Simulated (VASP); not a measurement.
Given:

```
CELL_PARAMETERS angstrom
      0.00000     2.73708     2.73708
      2.73708     0.00000     2.73708
      2.73708     2.73708     0.00000
ATOMIC_POSITIONS crystal
  K  0.00000 0.00000 0.00000
  Cl 0.50000 0.50000 0.50000
```

These are PBEsol GGA, VASP's PBE PAW potentials (set 64) (plane waves; VASP) values and carry that method's errors. Settings: 500 eV cut-off, 8×8×8 Γ-centred mesh, Gaussian smearing of 0.050 eV, potentials K_sv Cl.

### Question
What does the run give for the energy per atom (σ→0), pressure, band gap (on the k-mesh) with the smallest direct gap where there is one?

### Answer

- band gap (on the k-mesh) = 5.47 eV
- smallest direct gap (on the k-mesh) = 5.71 eV
- energy per atom (σ→0) = -3.090 eV/atom
- pressure = 19.85 GPa

The absolute energy has meaning only against runs of the same code, potentials and settings.

The compound is KCl in the rock salt structure. It was relaxed first under an external pressure of 20 GPa.
